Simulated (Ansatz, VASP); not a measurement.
**SiTe2 in two plane-wave programs**

Wanted: the spread between two codes on one cell, functional and k mesh. The cell is taken from a series of runs on this material, whose earlier steps may have relaxed, scaled, displaced or heated it; both programs get it as it stands.

Program: Ansatz 0.2.0. Level of theory: plane waves, with VASP 6.6.1 beside it; zone-centre phonons at PBEsol. Results are calculated unless marked as measured.

## 1. The starting structure

The cell holds 3 atoms: 1 Si and 2 Te. Cell: a = 3.852 Å, b = 3.852 Å, c = 30.424 Å, α = 90.0°, β = 90.0°, γ = 120.0°. Vacuum lies along c.

As a file:

```xyz
3
Lattice="3.8518 0.0000 0.0000 -1.9259 3.3358 0.0000 0.0000 0.0000 30.4240" Properties=species:S:1:pos:R:3
Si    0.0000    0.0000   10.0000
Te    0.0000    2.2238   11.5898
Te    1.9259    1.1119    8.4102
```

## 2. VASP: zone-centre phonons, PBEsol

Second derivatives magnify differences that forces hide, and they need a tight electronic threshold.

Lines of VASP's logs that name or quote its potential files are left out, and so is its time.

Contents of INCAR:

```
SYSTEM = SiTe2
PREC = Accurate
ENCUT = 500
EDIFF = 1E-08
NELM = 120
ISMEAR = 1
SIGMA = 0.2
LREAL = .FALSE.
ALGO = Normal
GGA = PS
NBANDS = 14
LORBIT = 11
LWAVE = .FALSE.
LCHARG = .FALSE.
ISIF = 2
IBRION = 8
LASPH = .TRUE.
GGA_COMPAT = .FALSE.
NELMDL = -8
KPAR = 2
```

Contents of POSCAR:

```
SiTe2
1.0
    3.8517940671      0.0000000000      0.0000000000
   -1.9258970336      3.3357515123      0.0000000000
    0.0000000000      0.0000000000     30.4240000000
Si Te
1 2
Direct
    0.0000000000      0.0000000000      0.3286878780
    0.3333333333      0.6666666667      0.3809412172
    0.6666666667      0.3333333333      0.2764345388
```

Contents of KPOINTS:

```
Automatic mesh
0
Gamma
15 15 1
0 0 0
```

PAW data sets: Si and Te (PBE family, release 64).

On the command line:

```bash
$ mpirun -np 2 vasp_std
```

Numbers of over 12 decimals in the logs are rounded to 6 here.

What it wrote:

```text
[banner, memory and clock lines left out]
running    2 mpi-ranks, on    1 nodes
 distrk:  each k-point on    1 cores,    2 groups
 distr:  one band on    1 cores,    1 groups

 POSCAR found type information on POSCAR SiTe
 POSCAR found :  2 types and       3 ions
|                                                                             |
|               ----> ADVICE to this user running VASP <----                  |
|                                                                             |
|     You enforced a specific xc type in the INCAR file but a different       |
|     [... a line on the potential file left out ...]
|     I HOPE YOU KNOW WHAT YOU ARE DOING!                                     |
|                                                                             |

 LDA part: xc-table for (Slater+PW92), standard interpolation
 POSCAR, INCAR and KPOINTS ok, starting setup
 FFT: planning ... GRIDC
 FFT: planning ... GRID_SOFT
 FFT: planning ... GRID
 WAVECAR not read
 entering main loop
       N       E                     dE             d eps       ncg     rms          rms(c)
DAV:   1     0.104244226593E+03    0.10424E+03   -0.41168E+03   756   0.722E+02
DAV:   2    -0.159889365624E+01   -0.10584E+03   -0.98737E+02  1256   0.123E+02
DAV:   3    -0.123472127580E+02   -0.10748E+02   -0.10496E+02  1020   0.484E+01
DAV:   4    -0.126870017322E+02   -0.33979E+00   -0.33888E+00   998   0.108E+01
DAV:   5    -0.127001421429E+02   -0.13140E-01   -0.13140E-01  1250   0.231E+00
DAV:   6    -0.127002567807E+02   -0.11464E-03   -0.11464E-03  1074   0.193E-01
DAV:   7    -0.127002632832E+02   -0.65025E-05   -0.65025E-05  1266   0.389E-02
DAV:   8    -0.127002633939E+02   -0.11064E-06   -0.11053E-06  1098   0.398E-03    0.866E+00
DAV:   9    -0.126313255519E+02    0.68938E-01   -0.45275E-02  1008   0.135E+00    0.482E+00
DAV:  10    -0.126025862803E+02    0.28739E-01   -0.58185E-02  1026   0.136E+00    0.368E-01
DAV:  11    -0.126025455531E+02    0.40727E-04   -0.57826E-03   990   0.465E-01    0.290E-01
DAV:  12    -0.126024713309E+02    0.74222E-04   -0.55044E-04  1190   0.141E-01    0.142E-01
DAV:  13    -0.126022889896E+02    0.18234E-03   -0.42927E-04  1002   0.118E-01    0.120E-01
DAV:  14    -0.126023501755E+02   -0.61186E-04   -0.48413E-05   924   0.423E-02    0.379E-02
[...]
DAV:  23    -0.126025974667E+02   -0.14179E-05   -0.26010E-08   944   0.472E-04    0.225E-04
DAV:  24    -0.126025989053E+02   -0.14387E-05   -0.16611E-08   900   0.377E-04    0.587E-04
DAV:  25    -0.126025992684E+02   -0.36307E-06   -0.56694E-10   804   0.124E-04    0.337E-04
DAV:  26    -0.126025996371E+02   -0.36874E-06   -0.26333E-09   742   0.180E-04    0.226E-04
DAV:  27    -0.126025997321E+02   -0.94967E-07    0.32783E-10   738   0.698E-05    0.484E-05
DAV:  28    -0.126025997704E+02   -0.38248E-07    0.59831E-10   666   0.410E-05    0.234E-05
DAV:  29    -0.126025997824E+02   -0.12006E-07    0.77879E-10   714   0.250E-05    0.664E-06
DAV:  30    -0.126025997845E+02   -0.20922E-08    0.83834E-10   708   0.107E-05
   1 F= -.12602600E+02 E0= -.12602398E+02  d E =-.606119E-03
 Linear response reoptimize wavefunctions to high precision
DAV:   1    -0.126025997853E+02   -0.80468E-09    0.83496E-10   648   0.639E-06
DAV:   2    -0.126025997853E+02   -0.26375E-10    0.84323E-10   798   0.303E-06
 Linear response DOF=           4
 Linear response progress:
  Degree of freedom:   1/  4
       N       E                     dE             d eps       ncg     rms          rms(c)
RMM:   1    -0.190605460841E-01   -0.19061E-01    0.14245E-02  4375   0.843E-01
RMM:   2    -0.165286026662E-01    0.25319E-02   -0.14709E-03  2889   0.215E-01    0.947E-02
RMM:   3    -0.165521078967E-01   -0.23505E-04   -0.65588E-05  2907   0.513E-02    0.540E-02
RMM:   4    -0.166018726412E-01   -0.49765E-04   -0.20315E-05  2907   0.250E-02    0.500E-03
RMM:   5    -0.165939055199E-01    0.79671E-05   -0.10398E-06  3132   0.637E-03    0.213E-03
RMM:   6    -0.165862939999E-01    0.76115E-05   -0.17300E-07  3127   0.211E-03    0.743E-04
RMM:   7    -0.165871085637E-01   -0.81456E-06   -0.14435E-08  3102   0.771E-04    0.265E-04
RMM:   8    -0.165876774593E-01   -0.56890E-06   -0.16701E-09  3195   0.221E-04    0.495E-05
RMM:   9    -0.165877800995E-01   -0.10264E-06   -0.24821E-09  3018   0.122E-04    0.336E-05
RMM:  10    -0.165877769337E-01    0.31658E-08   -0.21959E-09  3319   0.331E-05    0.388E-06
 first order change of Fermi-energy  -0.20129E-03
 force on displaced ion       1 direction 1 :  -3.633   0.000   0.000
 Linear response progress:
  Degree of freedom:   2/  4
       N       E                     dE             d eps       ncg     rms          rms(c)
RMM:   1    -0.331999548393E-01   -0.33200E-01    0.35523E-02  1940   0.948E-01
RMM:   2    -0.290215893604E-01    0.41784E-02   -0.25108E-03  1214   0.295E-01    0.153E-01
RMM:   3    -0.288479153836E-01    0.17367E-03   -0.25360E-04  1327   0.800E-02    0.799E-02
RMM:   4    -0.287763252090E-01    0.71590E-04   -0.65100E-05  1251   0.388E-02    0.304E-02
RMM:   5    -0.287628052378E-01    0.13520E-04   -0.96862E-06  1327   0.150E-02    0.818E-03
RMM:   6    -0.287671159609E-01   -0.43107E-05   -0.54579E-07  1322   0.448E-03    0.405E-03
RMM:   7    -0.287755265077E-01   -0.84105E-05   -0.29771E-07  1338   0.259E-03    0.358E-04
RMM:   8    -0.287747363843E-01    0.79012E-06   -0.18308E-08  1374   0.603E-04    0.315E-04
RMM:   9    -0.287740049688E-01    0.73142E-06   -0.31876E-08  1406   0.636E-04    0.117E-04
RMM:  10    -0.287742867710E-01   -0.28180E-06   -0.41910E-09  1400   0.130E-04    0.634E-05
RMM:  11    -0.287744548025E-01   -0.16803E-06   -0.23081E-08  1441   0.278E-04    0.253E-05
RMM:  12    -0.287744514128E-01    0.33897E-08   -0.33530E-08  1499   0.181E-04    0.170E-05
 first order change of Fermi-energy   0.36687E-03
 force on displaced ion       1 direction 3 :  -0.000  -0.000  -8.825
 Linear response progress:
  Degree of freedom:   3/  4
       N       E                     dE             d eps       ncg     rms          rms(c)
RMM:   1    -0.418583039945E-01   -0.41858E-01    0.38005E-02  7628   0.105E+00
RMM:   2    -0.415029468611E-01    0.35536E-03   -0.21535E-03  5118   0.285E-01    0.720E-02
RMM:   3    -0.415599976604E-01   -0.57051E-04   -0.13992E-04  5093   0.705E-02    0.513E-02
RMM:   4    -0.416291366285E-01   -0.69139E-04   -0.23395E-05  5275   0.287E-02    0.150E-02
RMM:   5    -0.416539974360E-01   -0.24861E-04   -0.19721E-06  5416   0.928E-03    0.377E-03
RMM:   6    -0.416487141151E-01    0.52833E-05   -0.28826E-07  5570   0.272E-03    0.552E-04
RMM:   7    -0.416478411221E-01    0.87299E-06   -0.34602E-08  5827   0.796E-04    0.257E-04
RMM:   8    -0.416484954760E-01   -0.65435E-06    0.21848E-08  5651   0.334E-04    0.476E-05
RMM:   9    -0.416485292374E-01   -0.33761E-07    0.43024E-08  5922   0.105E-04    0.226E-05
RMM:  10    -0.416485021736E-01    0.27064E-07   -0.28641E-09  5556   0.442E-05    0.608E-06
RMM:  11    -0.416485134021E-01   -0.11229E-07   -0.46172E-09  5835   0.186E-05    0.357E-06
RMM:  12    -0.416485311638E-01   -0.17762E-07    0.61956E-09  5877   0.744E-06    0.111E-06
RMM:  13    -0.416485310579E-01    0.10593E-09    0.14844E-08  4946   0.370E-06    0.307E-07
 first order change of Fermi-energy   0.16605E-05
 force on displaced ion       2 direction 1 :  -2.338   0.001   0.001
 Linear response progress:
  Degree of freedom:   4/  4
       N       E                     dE             d eps       ncg     rms          rms(c)
RMM:   1    -0.791182208105E-01   -0.79118E-01    0.45849E-02  1793   0.110E+00
RMM:   2    -0.777543474470E-01    0.13639E-02   -0.26835E-03  1230   0.316E-01    0.921E-02
RMM:   3    -0.776209683268E-01    0.13338E-03   -0.23730E-04  1302   0.835E-02    0.691E-02
RMM:   4    -0.775537794839E-01    0.67189E-04   -0.37690E-05  1265   0.309E-02    0.395E-02
RMM:   5    -0.775182247071E-01    0.35555E-04   -0.20447E-05  1310   0.220E-02    0.105E-02
RMM:   6    -0.775223596880E-01   -0.41350E-05   -0.12935E-06  1316   0.623E-03    0.803E-03
RMM:   7    -0.775260426917E-01   -0.36830E-05   -0.33438E-07  1343   0.297E-03    0.146E-03
RMM:   8    -0.775268193527E-01   -0.77666E-06   -0.30579E-08  1335   0.988E-04    0.131E-03
RMM:   9    -0.775301579575E-01   -0.33386E-05   -0.16101E-07  1400   0.127E-03    0.640E-04
RMM:  10    -0.775302346044E-01   -0.76647E-07   -0.69913E-09  1383   0.243E-04    0.287E-04
RMM:  11    -0.775329066672E-01   -0.26721E-05   -0.79610E-08  1398   0.676E-04    0.291E-04
RMM:  12    -0.775335177973E-01   -0.61113E-06   -0.22404E-08  1479   0.255E-04    0.223E-04
RMM:  13    -0.775335901443E-01   -0.72347E-07   -0.17454E-08  1478   0.300E-04    0.382E-05
RMM:  14    -0.775336445931E-01   -0.54449E-07    0.17777E-08  1508   0.109E-04    0.526E-05
RMM:  15    -0.775336735961E-01   -0.29003E-07    0.34799E-08  1487   0.113E-04    0.459E-05
RMM:  16    -0.775336942056E-01   -0.20610E-07    0.53227E-08  1499   0.440E-05    0.210E-05
RMM:  17    -0.775337435659E-01   -0.49360E-07    0.73756E-09  1481   0.441E-05    0.108E-05
RMM:  18    -0.775337474634E-01   -0.38975E-08    0.37777E-08  1428   0.151E-05    0.895E-06
 first order change of Fermi-energy   0.10282E+01
 force on displaced ion       2 direction 3 :  -0.000   0.000  -6.993
 Linear response finished
```

Parts of OUTCAR (step 2):

```text
ion  position               nearest neighbor table
   1  0.000  0.000  0.329-   2 2.73   3 2.73   3 2.73   2 2.73   3 2.73   2 2.73
   2  0.333  0.667  0.381-   1 2.73   1 2.73   1 2.73
   3  0.667  0.333  0.276-   1 2.73   1 2.73   1 2.73

  LATTYP: Found a hexagonal cell.
 ALAT       =     3.8517940671
 C/A-ratio  =     7.8986569557

 Subroutine GETGRP returns: Found 12 space group operations
 (whereof  6 operations were pure point group operations)

The static configuration has the point symmetry C_3v.
 The point group associated with its full space group is D_3d.

 Found     27 irreducible k-points:

   k-points           NKPTS =     27   k-points in BZ     NKDIM =     27   number of bands    NBANDS=     14

   dimension x,y,z NGX =    28 NGY =   28 NGZ =  224
   dimension x,y,z NGXF=    56 NGYF=   56 NGZF=  448

   ENCUT  =  500.0 eV  36.75 Ry    6.06 a.u.   7.02  7.02 55.47*2*pi/ulx,y,z

   NELECT =      16.0000    total number of electrons

 k-points in reciprocal lattice and weights: Automatic mesh
   0.00000000  0.00000000  0.00000000       0.004
   0.06666667  0.00000000  0.00000000       0.027
   0.13333333  0.00000000  0.00000000       0.027
   0.20000000  0.00000000  0.00000000       0.027
   0.26666667  0.00000000  0.00000000       0.027
   0.33333333  0.00000000  0.00000000       0.027
   0.40000000 -0.00000000  0.00000000       0.027
   0.46666667 -0.00000000  0.00000000       0.027
   0.06666667  0.06666667  0.00000000       0.027
[...]
0.33333333  0.26666667  0.00000000       0.053
   0.33333333  0.33333333  0.00000000       0.009

 average (electrostatic) potential at core
       1 -92.5534       2 -96.6470       3 -96.6470

  Total       -1.9656899     -1.9656899      0.0922136      0.0000000     -0.0000000      0.0000000
  in kB       -8.0566133     -8.0566133      0.3779484      0.0000000     -0.0000000      0.0000000
  external PRESSURE =      -5.2450928 kB  Pullay stress =       0.0000000 kB

  energy-cutoff  :      500.00
  volume of cell :      390.91
      direct lattice vectors                 reciprocal lattice vectors
     3.851794067  0.000000000  0.000000000     0.259619279  0.149891261  0.000000000
    -1.925897034  3.335751512  0.000000000     0.000000000  0.299782522  0.000000000
     0.000000000  0.000000000 30.424000000     0.000000000  0.000000000  0.032868788

 POSITION                                       TOTAL-FORCE (eV/Angst)
 -----------------------------------------------------------------------------------
      0.00000      0.00000     10.00000         0.000000      0.000000      0.000000
     -0.00000      2.22383     11.58976         0.000000     -0.000000      0.030060
      1.92590      1.11192      8.41024        -0.000000      0.000000     -0.030060
 -----------------------------------------------------------------------------------
    total drift:                                0.000000     -0.000000     -0.000007

 Eigenvectors and eigenvalues of the dynamical matrix
 ----------------------------------------------------

   1 f  =    9.233129 THz    58.013461 2PiTHz  307.984034 cm-1    38.185136 meV
             X         Y         Z           dx          dy          dz
      0.000000  0.000000 10.000000     0.000000   -0.000000    0.949140
     -0.000000  2.223834 11.589756    -0.000000    0.000000   -0.222636
      1.925897  1.111917  8.410244    -0.000000    0.000000   -0.222636

   2 f  =    5.925369 THz    37.230195 2PiTHz  197.649051 cm-1    24.505348 meV
             X         Y         Z           dx          dy          dz
      0.000000  0.000000 10.000000    -0.385029    0.867330    0.000000
     -0.000000  2.223834 11.589756     0.090495   -0.203853   -0.000000
      1.925897  1.111917  8.410244     0.090495   -0.203853   -0.000000

   3 f  =    5.925369 THz    37.230195 2PiTHz  197.649051 cm-1    24.505348 meV
             X         Y         Z           dx          dy          dz
      0.000000  0.000000 10.000000     0.867330    0.385029    0.000000
     -0.000000  2.223834 11.589756    -0.203853   -0.090495   -0.000000
      1.925897  1.111917  8.410244    -0.203853   -0.090495   -0.000000

   4 f  =    4.281988 THz    26.904527 2PiTHz  142.831760 cm-1    17.708873 meV
             X         Y         Z           dx          dy          dz
      0.000000  0.000000 10.000000    -0.000000    0.000000   -0.000000
     -0.000000  2.223834 11.589756     0.000000   -0.000000   -0.707107
      1.925897  1.111917  8.410244    -0.000000    0.000000    0.707107

   5 f  =    2.337337 THz    14.685920 2PiTHz   77.965163 cm-1     9.666444 meV
             X         Y         Z           dx          dy          dz
      0.000000  0.000000 10.000000     0.000000   -0.000000    0.000000
     -0.000000  2.223834 11.589756     0.286908   -0.646285    0.000000
      1.925897  1.111917  8.410244    -0.286908    0.646285    0.000000

   6 f  =    2.337337 THz    14.685920 2PiTHz   77.965163 cm-1     9.666444 meV
             X         Y         Z           dx          dy          dz
      0.000000  0.000000 10.000000    -0.000000   -0.000000    0.000000
     -0.000000  2.223834 11.589756    -0.646285   -0.286908    0.000000
      1.925897  1.111917  8.410244     0.646285    0.286908    0.000000

   7 f/i=    0.000102 THz     0.000642 2PiTHz    0.003407 cm-1     0.000422 meV
             X         Y         Z           dx          dy          dz
      0.000000  0.000000 10.000000     0.000000    0.000000    0.314855
     -0.000000  2.223834 11.589756     0.000000    0.000000    0.671143
      1.925897  1.111917  8.410244     0.000000    0.000000    0.671143

   8 f/i=    0.003476 THz     0.021839 2PiTHz    0.115938 cm-1     0.014374 meV
             X         Y         Z           dx          dy          dz
      0.000000  0.000000 10.000000     0.000295    0.315422   -0.000000
     -0.000000  2.223834 11.589756     0.000628    0.671010   -0.000000
      1.925897  1.111917  8.410244     0.000628    0.671010   -0.000000

   9 f/i=    0.003476 THz     0.021839 2PiTHz    0.115938 cm-1     0.014374 meV
             X         Y         Z           dx          dy          dz
      0.000000  0.000000 10.000000    -0.315422    0.000295    0.000000
     -0.000000  2.223834 11.589756    -0.671010    0.000628    0.000000
      1.925897  1.111917  8.410244    -0.671010    0.000628    0.000000

 ELASTIC MODULI CONTR FROM IONIC RELAXATION (kBar)
 Direction    XX          YY          ZZ          XY          YZ          ZX
 --------------------------------------------------------------------------------
 XX         -19.6597    -14.0275    -57.7193      0.0000      8.3081     -0.0000
 YY         -14.0275    -19.6597    -57.7193      0.0000     -8.3081      0.0000
 ZZ         -57.7193    -57.7193   -197.7914      0.0000      0.0000     -0.0000
 XY           0.0000      0.0000      0.0000     -2.8161      0.0000     14.8688
 YZ           8.3081     -8.3081      0.0000      0.0000    -24.5105      0.0000
 ZX          -0.0000      0.0000     -0.0000     14.8688      0.0000    -78.5061
 --------------------------------------------------------------------------------
```

Energies printed during the response cycles are not total energies of the cell.

(Continued in part 2 of 2.)

[Lines on the potential files, build, host, timing and source positions are cut from VASP's logs without a mark.]

[Logs are printed without paths, hosts, clocks, repeated set-up lines and the standing remarks that a program may print on its own settings, such as how far it seeks lower states.]

[Hosts, paths, dates, database ids (printed as entryN), source tags and the programs' standing remarks are cut or masked in the printed files.]
